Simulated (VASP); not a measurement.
Write the native input for VASP 6.6.1 that does the following.

```yaml
Task: electron localisation function
Functional: PBE
Potentials_or_basis: VASP PAW PBE potentials, release 64 (O, In_d, Br, H)
Cutoff: 520 eV
k_mesh: 1 × 1 × 1
Occupations: gaussian, width 0.01 eV
Spin: no spin polarisation
Further_INCAR_settings: ALGO = Normal; EDIFF = 1e-06
```

The structure of OInBrH2 lies in POSCAR:

```
InH2BrO
1.0
   13.0000000000      0.0000000000      0.0000000000
    0.0000000000     13.0000000000      0.0000000000
    0.0000000000      0.0000000000     11.0000000000
O In Br H
1 1 1 2
Direct
    0.4045115400      0.4552692300      0.4497318200
    0.5396884600      0.5095615400      0.5000227300
    0.6406346200      0.3712769200      0.5939681800
    0.3613653800      0.5061538500      0.4122136400
    0.5836500000      0.6319538500      0.4833590900
```

One way to write it, as run:

INCAR

```
PREC = Accurate
ENCUT = 520
EDIFF = 1E-6
ISMEAR = 0
SIGMA = 0.01
LREAL = False
LASPH = True
NELM = 100
ALGO = Normal
ISIF = 2
LWAVE = False
LCHARG = True
GGA = PE
LELF = True
```

KPOINTS

```
Automatic mesh
0
Gamma
  1 1 1
```

Potentials or basis: VASP PAW PBE potentials, release 64 (O, In_d, Br, H).

Run with:

```bash
$ cat potpaw_PBE.64/O/POTCAR potpaw_PBE.64/In_d/POTCAR potpaw_PBE.64/Br/POTCAR potpaw_PBE.64/H/POTCAR > POTCAR
$ mpirun -np 1 vasp_gam > vasp.out
```

Results of the run:

```json
{
 "Largest force": "0.700 eV/Å",
 "Gap between the frontier levels": "4.50 eV"
}
```

Caveat: spin-orbit coupling is left out, which moves the levels of the heavy elements.

Wall time 98 s on 1 thread of Intel(R) Xeon(R) 6975P-C (Granite Rapids) (shared host), peak memory 1.5 GiB.
